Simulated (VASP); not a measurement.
# Cl3Si2H3 in VASP: reference runs

Reference runs on Cl3Si2H3: the cell as given.

All numbers are computed with VASP 6.6.1; they aren't measurements. Logs are shortened: lines on timing, memory, paths and dates and some standing lists are left out, and cuts for length are marked.

**1. Starting point**

The cell holds a molecule in a box, 8 atoms: a = 12.000 Å, b = 13.000 Å, c = 15.000 Å, α = 90.00°, β = 90.00°, γ = 90.00°.

**2. Single point, PBE**

The input, INCAR:

```
SYSTEM = Si2H3Cl3
PREC = Accurate
ENCUT = 520
EDIFF = 1E-7
ISMEAR = 0
SIGMA = 0.01
LREAL = .False.
LASPH = .True.
NELM = 80
ALGO = Normal
ISIF = 2
LWAVE = .False.
LCHARG = .True.
GGA = PE
LELF = .True.
LVHAR = .True.
LVACPOTAV = .True.
NBANDS = 26
```

The input, KPOINTS:

```
Automatic mesh
0
Gamma
  1 1 1
  0 0 0
```

The input, POSCAR:

```
Si2H3Cl3
1.0
   12.0000000000      0.0000000000      0.0000000000
    0.0000000000     13.0000000000      0.0000000000
    0.0000000000      0.0000000000     15.0000000000
Cl Si H
3 2 3
Direct
    0.4671708300      0.5188961500      0.6753800000
    0.3834708300      0.3574423100      0.4448733300
    0.5601208300      0.5061269200      0.3291533300
    0.4975375000      0.5798500000      0.5512266700
    0.5257791700      0.4438346200      0.4518000000
    0.5982375000      0.6457884600      0.5564133300
    0.3998291700      0.6415730800      0.5230400000
    0.6186958300      0.3742500000      0.4756466700
```

Potentials or basis: VASP PAW PBE potentials, release 64 (Cl, Si, H).

On the command line:

```bash
cat potpaw_PBE.64/Cl/POTCAR potpaw_PBE.64/Si/POTCAR potpaw_PBE.64/H/POTCAR > POTCAR
mpirun -np 1 vasp_gam > vasp.out
```

OUTCAR:

```text
SYSTEM = Si2H3Cl3
   PREC = Accurate
   ENCUT = 520
   EDIFF = 1E-7
   ISMEAR = 0
   LREAL = .False.
   LASPH = .True.
   NELM = 80
   ISIF = 2
   GGA = PE

 ion  position               nearest neighbor table
   1  0.467  0.519  0.675-   4 2.06
   2  0.383  0.357  0.445-   5 2.05
   3  0.560  0.506  0.329-   5 2.05
   4  0.498  0.580  0.551-   7 1.48   6 1.48   1 2.06   5 2.34
   5  0.526  0.444  0.452-   8 1.48   2 2.05   3 2.05   4 2.34
   6  0.598  0.646  0.556-   4 1.48
   7  0.400  0.642  0.523-   4 1.48
   8  0.619  0.374  0.476-   5 1.48

  LATTYP: Found a simple orthorhombic cell.
 ALAT       =    12.0000000000
 B/A-ratio  =     1.0833333333
 C/A-ratio  =     1.2500000000

  Lattice vectors:

 A1 = (  12.0000000000,   0.0000000000,   0.0000000000)
 A2 = (   0.0000000000,  13.0000000000,   0.0000000000)
 A3 = (   0.0000000000,   0.0000000000,  15.0000000000)

Analysis of symmetry for initial positions (statically):
=====================================================================
 Subroutine PRICEL returns:
 Original cell was already a primitive cell.

 Routine SETGRP: Setting up the symmetry group for a
 simple orthorhombic supercell.

 Subroutine GETGRP returns: Found  1 space group operations
 (whereof  1 operations were pure point group operations)
 out of a pool of  8 trial point group operations.

The static configuration has the point symmetry C_1 .

Analysis of symmetry for dynamics (positions and initial velocities):
=====================================================================
 Subroutine PRICEL returns:
 Original cell was already a primitive cell.

 Routine SETGRP: Setting up the symmetry group for a
 simple orthorhombic supercell.

 Subroutine GETGRP returns: Found  1 space group operations
 (whereof  1 operations were pure point group operations)
 out of a pool of  8 trial point group operations.

The dynamic configuration has the point symmetry C_1 .

 Subroutine INISYM returns: Found  1 space group operations
 (whereof  1 operations are pure point group operations),
 and found     1 'primitive' translations

----------------------------------------------------------------------------------------

                                     Primitive cell

  volume of cell :    2340.0000

  direct lattice vectors                    reciprocal lattice vectors
    12.000000000  0.000000000  0.000000000     0.083333333  0.000000000  0.000000000
     0.000000000 13.000000000  0.000000000     0.000000000  0.076923077  0.000000000
     0.000000000  0.000000000 15.000000000     0.000000000  0.000000000  0.066666667

  length of vectors
    12.000000000 13.000000000 15.000000000     0.083333333  0.076923077  0.066666667

  position of ions in fractional coordinates (direct lattice)
     0.467170830  0.518896150  0.675380000
     0.383470830  0.357442310  0.444873330
     0.560120830  0.506126920  0.329153330
     0.497537500  0.579850000  0.551226670
     0.525779170  0.443834620  0.451800000
     0.598237500  0.645788460  0.556413330
     0.399829170  0.641573080  0.523040000
     0.618695830  0.374250000  0.475646670

  ion indices of the primitive-cell ions
   primitive index   ion index
                 1           1
                 2           2
                 3           3
                 4           4
                 5           5
                 6           6
                 7           7
                 8           8

----------------------------------------------------------------------------------------

 KPOINTS: Automatic mesh

Automatic generation of k-mesh.
 Grid dimensions read from file:
 generate k-points for:    1    1    1

 Generating k-lattice:

  Cartesian coordinates                     Fractional coordinates (reciprocal lattice)
     0.083333333  0.000000000  0.000000000     1.000000000  0.000000000  0.000000000
     0.000000000  0.076923077  0.000000000     0.000000000  1.000000000  0.000000000
     0.000000000  0.000000000  0.066666667     0.000000000  0.000000000  1.000000000

  Length of vectors
     0.083333333  0.076923077  0.066666667

  Shift w.r.t. Gamma in fractional coordinates (k-lattice)
     0.000000000  0.000000000  0.000000000

 Subroutine IBZKPT returns following result:
 ===========================================

 Found      1 irreducible k-points:

 Following reciprocal coordinates:
            Coordinates               Weight
  0.000000  0.000000  0.000000      1.000000
   k-points           NKPTS =      1   k-points in BZ     NKDIM =      1   number of bands    NBANDS=     26
   number of dos      NEDOS =    301   number of ions     NIONS =      8
   total plane-waves  NPLWV = 987840
   dimension x,y,z NGX =    90 NGY =   98 NGZ =  112
   dimension x,y,z NGXF=   180 NGYF=  196 NGZF=  224
   ions per type =               3   2   3
   NGX,Y,Z   is equivalent  to a cutoff of  12.47, 12.53, 12.41 a.u.
   NGXF,Y,Z  is equivalent  to a cutoff of  24.94, 25.06, 24.83 a.u.
 SYSTEM =  Si2H3Cl3
   PREC   = accura    normal or accurate (medium, high low for compatibility)
   ISTART =      0    job   : 0-new  1-cont  2-samecut
   ICHARG =      2    charge: 1-file 2-atom 10-const
   ISPIN  =      1    spin polarized calculation?
   LNONCOLLINEAR =      F non collinear calculations
   LSORBIT =      F    spin-orbit coupling
   LASPH  =      T    aspherical Exc in radial PAW
   ENCUT  =  520.0 eV  38.22 Ry    6.18 a.u.  22.31 24.17 27.89*2*pi/ulx,y,z
   NELM   =     80;   NELMIN=  2; NELMDL= -5     # of ELM steps
   EDIFF  = 0.1E-06   stopping-criterion for ELM
   LREAL  =      F    real-space projection
   EDIFFG = 0.1E-05   stopping-criterion for IOM
   NSW    =      0    number of steps for IOM
   IBRION =     -1    ionic relax: 0-MD 1-quasi-New 2-CG
   NFREE  =      0    steps in history (QN), initial steepest desc. (CG)
   ISIF   =      2    stress and relaxation
   ISYM   =      2    0-nonsym 1-usesym 2-fastsym
   POTIM  = 0.5000    time-step for ionic-motion
   TEBEG  =    0.0;   TEEND  =   0.0 temperature during run
   PSTRESS=    0.0 pullay stress
   NELECT =      32.0000    total number of electrons
   NUPDOWN=      -1.0000    fix difference up-down
   EMIN   =  10.00;   EMAX   =-10.00  energy-range for DOS
   EFERMI =   0.00;   METHOD = LEGACY
   ISMEAR =     0;   SIGMA  =   0.01  broadening in eV -4-tet -1-fermi 0-gaus
   EFERMI_NEDOS =   21; number of points for ismear=-14 and -15
   IALGO  =     38    algorithm
   IMIX   =      4    mixing-type and parameters
     AMIX     =   0.40;   BMIX     =  1.00
     AMIX_MAG =   1.60;   BMIX_MAG =  1.00
  volume/ion in A,a.u.               =     292.50      1973.89
  Fermi-wavevector in a.u.,A,eV,Ry     =   0.391489  0.739807  2.085278  0.153264
  Thomas-Fermi vector in A             =   1.334178
   LORBIT       =      0    0 simple, 1 ext, 2 COOP (PROOUT), +10 PAW based schemes
   GGA     = PE    functional components
   LHFCALC =     F    Hartree Fock is set to
   AEXX    =    0.0000 exact exchange contribution
   IVDW    =     0    specifies the selected vdW correction
   LEPSILON=     F    determine dielectric tensor
   LRPA    =     F    only Hartree local field effects (RPA)
 non-spin polarized calculation
 Gauss-broadening in eV      SIGMA  =   0.01
  energy-cutoff  :      520.00
  volume of cell :     2340.00
 maximum number of plane-waves:     31488
 NGX is ok and might be reduce to    90
   NGX = 45   NGY = 49   NGZ = 55

 number of electron      31.9999998 magnetization

 Free energy of the ion-electron system (eV)
  ---------------------------------------------------
  ext. energy  EPLUGINS =         0.00000000
  ---------------------------------------------------
  free energy    TOTEN  =       -30.96490282 eV

  energy without entropy =      -30.96490282  energy(sigma->0) =      -30.96490282

 E-fermi :  -6.5645     XC(G=0):  -0.9258

 val. band max:       -6.6200028362   @ k =   0.0000   0.0000   0.0000
 cond. band min:      -1.5858932494   @ k =   0.0000   0.0000   0.0000
 fundamental gap:      5.0341095869
 Fermi energy:        -6.5645263953

 k-point     1 :       0.0000    0.0000    0.0000
  band No.  band energies     occupation
      1     -21.0126      2.00000
      2     -20.5825      2.00000
      3     -20.4204      2.00000
      4     -13.8840      2.00000
      5     -12.5091      2.00000
      6     -10.0511      2.00000
      7      -9.8662      2.00000
      8      -9.4813      2.00000
      9      -9.2415      2.00000
     10      -9.0797      2.00000
     11      -8.1537      2.00000
     12      -7.9620      2.00000
     13      -7.8340      2.00000
     14      -7.6757      2.00000
     15      -7.4888      2.00000
     16      -6.6200      2.00000
     17      -1.5859      0.00000
     18      -1.2316      0.00000
     19      -0.4993      0.00000
     20      -0.3063      0.00000
     21      -0.0611      0.00000
     22       0.3297      0.00000
     23       0.3440      0.00000
     24       0.6687      0.00000
     25       0.7732      0.00000
     26       0.8950      0.00000

------------------------ aborting loop because EDIFF is reached ----------------------------------------

  FORCE on cell =-STRESS in cart. coord.  units (eV):
  Direction    XX          YY          ZZ          XY          YZ          ZX
  --------------------------------------------------------------------------------------
  -------------------------------------------------------------------------------------
  Total        0.7002792      0.6258650      0.9179693      0.1872491     -0.1839482     -0.0837477
  in kB        0.4794750      0.4285242      0.6285255      0.1282078     -0.1259477     -0.0573413
  external PRESSURE =       0.5121749 kB  Pullay stress =       0.0000000 kB

 VOLUME and BASIS-vectors are now :
 -----------------------------------------------------------------------------
  energy-cutoff  :      520.00
  volume of cell :     2340.00
      direct lattice vectors                 reciprocal lattice vectors
    12.000000000  0.000000000  0.000000000     0.083333333  0.000000000  0.000000000
     0.000000000 13.000000000  0.000000000     0.000000000  0.076923077  0.000000000
     0.000000000  0.000000000 15.000000000     0.000000000  0.000000000  0.066666667

 POSITION                                       TOTAL-FORCE (eV/Angst)
 -----------------------------------------------------------------------------------
      5.60605      6.74565     10.13070        -0.038747     -0.063685      0.210540
      4.60165      4.64675      6.67310        -0.200403     -0.154697     -0.013949
      6.72145      6.57965      4.93730         0.060527      0.089007     -0.217664
      5.97045      7.53805      8.26840         0.026458     -0.014184     -0.059529
      6.30935      5.76985      6.77700         0.036617      0.067994      0.081416
      7.17885      8.39525      8.34620         0.111454      0.089204      0.006446
      4.79795      8.34045      7.84560        -0.110785      0.085649     -0.042702
      7.42435      4.86525      7.13470         0.114878     -0.099288      0.035441
 -----------------------------------------------------------------------------------
    total drift:                                0.000035      0.000115      0.000012

  FREE ENERGIE OF THE ION-ELECTRON SYSTEM (eV)
  ---------------------------------------------------
  free  energy   TOTEN  =       -30.9649028216 eV

  energy  without entropy=      -30.9649028216  energy(sigma->0) =      -30.96490282
```

It took 6 min on 1 thread of Intel Xeon Platinum 8488C (Sapphire Rapids), shared host; peak memory 1.6 GiB.

Results:

| Property | Result |
| --- | --- |
| Free energy | -30.9649 eV |
| Largest force | 0.254 eV/Å |
| Gap between the frontier levels | 5.03 eV |

Forces on the atoms (eV/Å):
```
Cl  -0.039 -0.064  0.211
Cl  -0.200 -0.155 -0.014
Cl   0.061  0.089 -0.218
Si   0.026 -0.014 -0.060
Si   0.037  0.068  0.081
H    0.111  0.089  0.006
H   -0.111  0.086 -0.043
H    0.115 -0.099  0.035
```

Expect the measured gap to be larger: semilocal functionals such as PBE lack the derivative discontinuity.
